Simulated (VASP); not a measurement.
Computed with PBE GGA, VASP's PBE PAW potentials (set 64) (plane waves; VASP).

VASP input:

KPOINTS:
```
Automatic mesh
0
Gamma
8 8 8
0 0 0
```

### POSCAR
```
GaSb
1.0
  0.0000000000   3.0162973716   3.0162973716
  3.0162973716   0.0000000000   3.0162973716
  3.0162973716   3.0162973716   0.0000000000
Ga Sb
1 1
Cartesian
  0.0000000000   0.0000000000   0.0000000000
  1.5081486858   1.5081486858   1.5081486858
```

**INCAR**
```
ISMEAR=0
NSW=40   # most ionic steps
SYSTEM=GaSb
PREC=Accurate
EDIFF=1E-6   # SCF stop (eV)
PSTRESS=50   # kbar
NELM=100
LASPH=.True.   # aspherical one-centre terms
ISIF=3   # ions, shape and volume
LREAL=.False.   # projection in real space or not
SIGMA=0.05   # width (eV)
ENCUT=500
LMAXMIX=4   # l cut-off of mixed one-centre charges
ALGO=Normal
GGA=PE   # PBE
EDIFFG=-0.02   # ionic stop
LWAVE=.False.
LCHARG=.False.
IBRION=2   # conjugate gradients
```

POTCAR, in this order: Ga_d Sb (PBE.64 set). Program: vasp_std.

The run wrote:

OSZICAR:
```
       N       E                     dE             d eps       ncg     rms          rms(c)
DAV:   1     0.782912084406E+02    0.78291E+02   -0.86171E+03   754   0.167E+03
DAV:   2    -0.155358632553E+01   -0.79845E+02   -0.77761E+02   804   0.311E+02
DAV:   3    -0.725771350265E+01   -0.57041E+01   -0.56812E+01   959   0.727E+01
DAV:   4    -0.735163811674E+01   -0.93925E-01   -0.93904E-01   851   0.104E+01
DAV:   5    -0.735396791959E+01   -0.23298E-02   -0.23297E-02   990   0.145E+00    0.337E+00
DAV:   6    -0.730612937337E+01    0.47839E-01   -0.73127E-02  1083   0.493E+00    0.204E+00
DAV:   7    -0.729090487459E+01    0.15224E-01   -0.49156E-02   879   0.210E+00    0.350E-01
DAV:   8    -0.729183763649E+01   -0.93276E-03   -0.49726E-03   925   0.102E+00    0.888E-02
DAV:   9    -0.729231753050E+01   -0.47989E-03   -0.79652E-04   842   0.245E-01    0.392E-02
DAV:  10    -0.729233008734E+01   -0.12557E-04   -0.34931E-05   931   0.464E-02    0.102E-02
DAV:  11    -0.729235551935E+01   -0.25432E-04   -0.38146E-05   829   0.484E-02    0.402E-03
DAV:  12    -0.729235618422E+01   -0.66487E-06   -0.10805E-06   695   0.108E-02
   1 F= -.55795356E+01 E0= -.55795356E+01  d E =-.557954E+01
```

OUTCAR:
```
------------------------ aborting loop because EDIFF is reached ----------------------------------------
  FORCE on cell =-STRESS in cart. coord.  units (eV):
  Direction    XX          YY          ZZ          XY          YZ          ZX
  --------------------------------------------------------------------------------------
  Total        1.6994205      1.6994205      1.6994205      0.0000000      0.0000000      0.0000000
  in kB       49.6088300     49.6088300     49.6088300      0.0000000      0.0000000      0.0000000
  external PRESSURE =      -0.3911700 kB  Pullay stress =      50.0000000 kB
  volume of cell :       54.88
      direct lattice vectors                 reciprocal lattice vectors
     0.000000000  3.016297372  3.016297372    -0.165766149  0.165766149  0.165766149
     3.016297372  0.000000000  3.016297372     0.165766149 -0.165766149  0.165766149
     3.016297372  3.016297372  0.000000000     0.165766149  0.165766149 -0.165766149
  FREE ENERGIE OF THE ION-ELECTRON SYSTEM (eV)
  ---------------------------------------------------
  free  energy   TOTEN  =        -7.2923561842 eV

  energy  without entropy=       -7.2923561826  energy(sigma->0) =       -7.29235618
  enthalpy is  TOTEN    =        -5.5795355565 eV   P V=        1.7128206277

 reached required accuracy - stopping structural energy minimisation
```
(Selected blocks of OUTCAR.)

The compound is GaSb in the zinc blende structure. It was relaxed first under an external pressure of 5 GPa.
